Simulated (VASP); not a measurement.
Level of theory: SCAN meta-GGA, VASP's PBE PAW potentials (set 64) (plane waves; VASP).

The input files of a VASP run:

### POSCAR
```
KMgF3
1
    3.9989532946     0.0000000000     0.0000000000
    0.0000000000     3.9989532946     0.0000000000
    0.0000000000     0.0000000000     3.9989532946
K Mg F
1 1 3
Direct
  0.0000000000   0.0000000000   0.0000000000
  0.5000000000   0.5000000000   0.5000000000
  0.5000000000   0.0000000000   0.5000000000
  0.0000000000   0.5000000000   0.5000000000
  0.5000000000   0.5000000000   0.0000000000
```

File KPOINTS:
```
K-points
0
Gamma
  6 6 6
0 0 0
```

### INCAR
```
! general
SYSTEM  = KMgF3
PREC    = Accurate
ENCUT   = 520
LREAL   = F
LASPH   = T

! electronic loop
EDIFF   = 1E-7
NELM    = 100
ALGO    = Normal
LMIXTAU = T

! smearing
ISMEAR  = 0
SIGMA   = 0.05

! functional
METAGGA = SCAN

! ions
ISIF    = 2

! output
LWAVE   = F
LCHARG  = F
```

POTCAR, in this order: K_sv Mg F (PBE.64 set). Program: vasp_std.

Question: What does the run give for the energy per atom (σ→0), pressure, band gap (on the k-mesh)?

Answer: 
energy per atom (σ→0): -8.351 eV/atom
band gap (on the k-mesh): 8.10 eV
pressure: -2.46 GPa

File OSZICAR:
```
...
DAV:  18    -0.417535663084E+02   -0.12656E-03   -0.19052E-04   896   0.147E-01    0.728E-03
DAV:  19    -0.417535714455E+02   -0.51371E-05   -0.82463E-06  1000   0.401E-02    0.468E-03
DAV:  20    -0.417535705976E+02    0.84794E-06   -0.11998E-06   932   0.123E-02    0.333E-03
DAV:  21    -0.417535721684E+02   -0.15708E-05   -0.61666E-07   912   0.105E-02    0.753E-04
DAV:  22    -0.417535724573E+02   -0.28889E-06   -0.14803E-07   616   0.551E-03    0.880E-04
DAV:  23    -0.417535723336E+02    0.12365E-06   -0.30728E-08   608   0.203E-03    0.746E-04
DAV:  24    -0.417535723475E+02   -0.13892E-07   -0.92681E-09   568   0.127E-03
   1 F= -.41753572E+02 E0= -.41753572E+02  d E =-.616094E-11
```

The compound is KMgF3 in the cubic perovskite structure. This cell is one point of a volume scan, at 1.03 of the reference volume.
